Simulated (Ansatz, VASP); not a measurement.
# LiMo (LiMo in the B2 ordering): VASP beside Ansatz, part 2 of 2

One calculation is typed for both programs; each brings its own data sets. How far apart do they land? The cell is generated by rule, not measured, and may not be a known phase. Of the first pair: The cell is taken from a series of runs on this material, whose earlier steps may have relaxed, scaled, displaced or heated it; both programs get it as it stands.

VASP 6.6.1 and Ansatz 0.2.0.

So far: Set-up; VASP: relaxation of cell and atoms, PBEsol, pair 1; Ansatz: relaxation of cell and atoms, PBEsol, pair 1; Differences.

**5. Ansatz: relaxation of cell and atoms, PBEsol, pair 2**

Level of this step: Ansatz beside VASP: Kohn-Sham DFT, plane waves, PBEsol (Ansatz).

The relaxed volume is the usual yardstick between codes: in a stiff, nearly cubic crystal its relative difference is about their pressure difference at one cell divided by the bulk modulus. Its start cell is another than that of the pair before, and may be another structure of the material.

The two relaxations start from unlike cells of this crystal (the structure described is Ansatz's start), so only their ends are compared.

input.yaml reads:

```yaml
crystal:
  lattice:
    - [3.32868, 0.0, 0.0]
    - [0.0, 3.32868, 0.0]
    - [0.0, 0.0, 3.32868]
  atoms:
    - { symbol: Li, position: [0.0, 0.0, 0.0] }
    - { symbol: Mo, position: [0.5, 0.5, 0.5] }
kpoints:
  mp_grid: { grid: [6, 6, 6] }
hamiltonian:
  xc: pbesol
scf:
  occupations: { method: gaussian, width: 0.1 }
output:
  forces: true
  stress: true
  eigenvalues: true
relax:
  adjacent_minimum: "off"
  f_tol: 0.05
  max_steps: 80
  cell: { stress_tol: 0.5 }
```

The run is started by

```console
> ansatz run input.yaml --threads 4 --pin off --max-ram 8192MiB --backend cpu --events-out ev --progress --plain --runs-dir out
```

Numbers of over 12 decimals in the logs are rounded to 6 here.

Output:

```text
[...]
Crystal: 2 atoms, lattice volume = 36.882 Å³
Basis set: ecut = 420 eV, 739 PW (Γ), exchange–correlation on 48×48×48 points (8 copies of the dense FFT grid, shifted against one another)
Bands: 13, of which v1, the nominal top of the filled ones, is band 9 counted from 1 (8 counted from 0)
Symmetry: 48 space group operations
[...]
k-points: 20 of 216
[...]
k-point 19: bands = [... 5 lower, 10.3848, 10.3848, 10.3848, 17.6115, 17.6115, 21.1565, 21.1565, 21.1565]
--- Relaxed structure (5 steps of the walk, 5 accepted, 1 SCFs on fresh bases) ---
[...]
cell:  # Å, volume = 25.7270 Å³
    - [2.952091, 0, 0]
    - [0, 2.952091, 0]
    - [0, 0, 2.952091]
  atoms:
    - { symbol: Li, position: [0, 0, 0] }
    - { symbol: Mo, position: [0.5, 0.5, 0.5] }
[key lines of the parts left out:]
SCF converged after 6 iterations
Free energy (F): -5098.613589 eV
Fermi energy:    13.815824 eV
P = ⅓ Tr σ = 0.0100 GPa (0.100 kbar)
```

**6. VASP: relaxation of cell and atoms, PBEsol, pair 2**

Its own start cell and the same functional, mesh and smearing now go to VASP, with its own data sets.

INCAR reads:

```
SYSTEM = LiMo
PREC = Accurate
ENCUT = 750
EDIFF = 1E-07
NELM = 120
ISMEAR = 0
SIGMA = 0.1
LREAL = .FALSE.
ALGO = Normal
GGA = PS
NBANDS = 14
LASPH = .TRUE.
LORBIT = 11
LWAVE = .FALSE.
LCHARG = .FALSE.
ISIF = 3
IBRION = 2
NSW = 80
EDIFFG = -0.005
GGA_COMPAT = .FALSE.
NELMIN = 4
```

POSCAR reads:

```
LiMo
1.0
    2.9546638045      0.0000000000      0.0000000000
    0.0000000000      2.9546638045      0.0000000000
    0.0000000000      0.0000000000      2.9546638045
Li Mo
1 1
Direct
    0.0000000000      0.0000000000      0.0000000000
    0.5000000000      0.5000000000      0.5000000000
```

KPOINTS reads:

```
Automatic mesh
0
Gamma
6 6 6
0 0 0
```

Potentials, in the order of the species: Li_sv and Mo_sv (PBE family, release 64).

The run is started by

```console
> mpirun -np 1 vasp_std
```

Output:

```text
[banner, memory and clock lines left out]
running    1 mpi-ranks, on    1 nodes
[...]
[... a notice as in an earlier step ...]

 LDA part: xc-table for (Slater+PW92), standard interpolation
 POSCAR, INCAR and KPOINTS ok, starting setup
[...]
entering main loop
       N       E                     dE             d eps       ncg     rms          rms(c)
DAV:   1     0.178379349706E+03    0.17838E+03   -0.11526E+04   560   0.160E+03
DAV:   2    -0.868360650442E+01   -0.18706E+03   -0.18044E+03   650   0.408E+02
DAV:   3    -0.130232012516E+02   -0.43396E+01   -0.42667E+01   780   0.587E+01
DAV:   4    -0.131491695463E+02   -0.12597E+00   -0.12588E+00   644   0.924E+00
[...]
DAV:  11    -0.118959051550E+02   -0.10568E-04   -0.21253E-05   698   0.456E-02    0.658E-03
DAV:  12    -0.118959056381E+02   -0.48311E-06   -0.13949E-06   708   0.126E-02    0.124E-03
DAV:  13    -0.118959056234E+02    0.14716E-07   -0.31869E-07   674   0.521E-03
   1 F= -.11895906E+02 E0= -.11889906E+02  d E =-.118959E+02
[...]
N       E                     dE             d eps       ncg     rms          rms(c)
DAV:   1    -0.118968484173E+02   -0.94278E-03   -0.17148E-02   572   0.152E+00    0.252E-01
DAV:   2    -0.118959242901E+02    0.92413E-03   -0.27244E-03   602   0.524E-01    0.559E-02
DAV:   3    -0.118959194057E+02    0.48844E-05   -0.31196E-05   692   0.567E-02    0.361E-02
DAV:   4    -0.118959207410E+02   -0.13353E-05   -0.19601E-05   720   0.410E-02    0.464E-03
DAV:   5    -0.118959215069E+02   -0.76592E-06   -0.56533E-06   738   0.146E-02    0.397E-03
DAV:   6    -0.118959214704E+02    0.36492E-07   -0.13489E-07   526   0.407E-03
   2 F= -.11895921E+02 E0= -.11889919E+02  d E =-.158471E-04
 trial-energy change:   -0.000016  1 .order   -0.000018   -0.000052    0.000016
 step:   0.7282(harm=  0.7583)  dis= 0.00000  next Energy=   -11.895924 (dE=-0.181E-04)
 reached required accuracy - stopping structural energy minimisation
```

OUTCAR, selected parts (step 6):

```text
  Total        0.0085115      0.0085115      0.0085115      0.0000000     -0.0000000      0.0000000
  in kB        0.5296994      0.5296994      0.5296994      0.0000000     -0.0000000      0.0000000
  external PRESSURE =       0.5296994 kB  Pullay stress =       0.0000000 kB

 POSITION                                       TOTAL-FORCE (eV/Angst)
 -----------------------------------------------------------------------------------
      0.00000      0.00000      0.00000         0.000000     -0.000000      0.000000
      1.47638      1.47638      1.47638        -0.000000      0.000000      0.000000
 -----------------------------------------------------------------------------------
    total drift:                                0.000000      0.000000      0.000000

  FREE ENERGIE OF THE ION-ELECTRON SYSTEM (eV)
  ---------------------------------------------------
  free  energy   TOTEN  =       -11.8959214704 eV

  energy  without entropy=      -11.8839165493  energy(sigma->0) =      -11.88991901

[... 1 part as in an earlier step ...]

[... 3 further parts left out ...]
[key lines of the parts left out:]
E-fermi :   8.3143
```

**7. Differences**

The two programs side by side:

```csv
quantity,Ansatz,VASP,difference
volume (Å³),25.73,25.74,-0.07 %
"edge a after relaxation, in the typed setting (Å)",2.952,2.953,-0.02 %
```

**8. Results**

```yaml
difference_in_volume_relaxation_of_cell_and_atoms_pbesol_pair_1: -0.16 %
difference_in_volume_relaxation_of_cell_and_atoms_pbesol_pair_2: -0.068 %
```

In words: The difference in volume is -0.16 % (relaxation of cell and atoms, PBEsol, pair 1), within the 1.2 % picked in this series as the mark of a large difference, as far as the stopping tolerances let one tell. How closely two codes agree says nothing of how well the functional describes the real material.

[Lines on the potential files, build, host, timing and source positions are cut from VASP's logs without a mark.]

[Logs are printed without paths, hosts, clocks, repeated set-up lines and the standing remarks that a program may print on its own settings, such as how far it seeks lower states.]

[Hosts, paths, dates, database ids (printed as entryN), source tags and the programs' standing remarks are cut or masked in the printed files.]
